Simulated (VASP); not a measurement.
VASP runs on SrAg₂ (space group Imma) share one base input (LDA (Ceperley-Alder, Perdew-Zunger), plane waves, VASP's LDA PAW potentials (set 64)) and change the settings named in each case.

File POSCAR:
```
SrAg2
1
   -2.4227100000     3.8777440000     4.1558760000
    2.4227100000    -3.8777440000     4.1558760000
    2.4227100000     3.8777440000    -4.1558760000
Sr Ag
2 4
Direct
  0.3000000000   0.0500000000   0.2500000000
  0.7000000000   0.9500000000   0.7500000000
  0.8900000000   0.3400000000   0.5500000000
  0.2900000000   0.3400000000   0.9500000000
  0.1100000000   0.6600000000   0.4500000000
  0.7100000000   0.6600000000   0.0500000000
```

KPOINTS:
```
Regular mesh
0
G
4 4 4
0 0 0
```

INCAR:
```
SYSTEM = SrAg2
PREC = Accurate
ENCUT = 300
EDIFF = 1E-6
NELM = 100
ALGO = Normal
LREAL = .FALSE.
LASPH = .TRUE.
ISMEAR = 0
SIGMA = 0.05
LMAXMIX = 4
LWAVE = .FALSE.
LCHARG = .FALSE.
ISIF = 2
```

POTCAR, in this order: Sr_sv Ag (LDA.64 set). Program: vasp_std.

```json
[
 {"change": "base run", "E(σ→0) (eV/atom)": "-3.3926", "pressure (GPa)": "-5.02", "largest force (eV/Å)": "0.263", "−TS (eV)": "-0.0037"},
 {"change": "GGA = PS, POTCAR Sr_sv Ag (PBE.64 set)", "E(σ→0) (eV/atom)": "-3.0738", "pressure (GPa)": "…", "largest force (eV/Å)": "…", "−TS (eV)": "…"},
 {"change": "GGA_COMPAT = .FALSE., LNONCOLLINEAR = .TRUE., LSORBIT = .TRUE., MAGMOM = 0.0 0.0 0.0 0.0 0.0 0.0 0.0 0.0 0.0 0.0 0.0 0.0 0.0 0.0 0.0 0.0 0.0 0.0, program vasp_ncl", "E(σ→0) (eV/atom)": "-3.4426", "pressure (GPa)": "-5.07", "largest force (eV/Å)": "0.263", "−TS (eV)": "-0.0037"},
 {"change": "KPOINTS 6×6×6 Γ-centred mesh", "E(σ→0) (eV/atom)": "-3.3924", "pressure (GPa)": "-4.97", "largest force (eV/Å)": "0.274", "−TS (eV)": "-0.0041"}
]
```

Task: Some entries are withheld; supply them.

Result: 
- GGA = PS, POTCAR Sr_sv Ag (PBE.64 set), pressure (GPa): -2.72
- GGA = PS, POTCAR Sr_sv Ag (PBE.64 set), largest force (eV/Å): 0.240
- GGA = PS, POTCAR Sr_sv Ag (PBE.64 set), −TS (eV): -0.0033

Energies of different potentials or functionals have different zeros.  At 300 eV the pressure can carry a Pulay error.

Left out are runs that ran out of time, are held back, or changed the cell or the kind of run, fixed moments of cells without a moment, rows past the twelfth, gaps on odd meshes, pressures of charged cells and columns that move by less than the noise.

The structure comes from a measured SrAg2 entry of the Crystallography Open Database, whose conditions weren't checked. The cell was not relaxed at this level, forces remain on its atoms, its lattice was scaled by up to 2.5 %.
